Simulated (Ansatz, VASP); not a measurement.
## Two plane-wave programs on Hf2Pd2Se2Br2O3

```
Hf Pd Se Br O
1.0
     6.63256    0.00000    0.00000
    -3.31628    5.74396    0.00000
     0.00000    0.00000    9.20959
Hf Pd Se Br O
2 2 2 2 3
Cartesian
  0.0000 3.8293 0.0000
  3.3163 1.9147 0.0000
  0.0000 0.0000 2.3169
  0.0000 0.0000 6.8927
  0.0000 3.8293 4.6048
  3.3163 1.9147 4.6048
  0.0000 0.0000 4.6048
  0.0000 0.0000 0.0000
  3.3163 0.0000 0.0000
  -1.6581 2.8720 0.0000
  1.6581 2.8720 0.0000
```

Alike in both runs: functional PBE; k mesh 3 × 3 × 2; occupations gaussian, width 0.15 eV; no spin polarisation.

Ansatz relaxed the structure, and its values are those at the end. VASP's run is a single point on that final structure, the one shown.

|  | VASP | Ansatz |
| --- | --- | --- |
| version | VASP 6.6.1 | Ansatz 0.2.0 |
| potentials or method | VASP PAW PBE potentials, release 64 (Hf_pv, Pd, Se, Br, O) | scalar-relativistic, plane waves, PAW |
| plane-wave cutoff (eV) | 520 | 420 |
| valence electrons in the cell | 84 | 152 |

VASP gave:

| Item | Value |
| --- | --- |
| gap on the k mesh at the Fermi level (eV) | none |
| pressure (GPa) | -0.1 |
| rms of the force components (eV/Å) | 0.004 |

**Question.** Which values does Ansatz return?

**Answer.** gap on the k mesh at the Fermi level (eV): none; pressure (GPa): 0.1; rms of the force components (eV/Å): 0.004.

A gap of «none» marks a metal or a gap that the smearing closes. The two sets of potentials don't hold the same shells in valence.

Caveats: the k mesh is coarse (spacing up to 0.36 Å⁻¹), so the values aren't converged. The runs have no spin-orbit coupling, so splittings on Hf are missing.
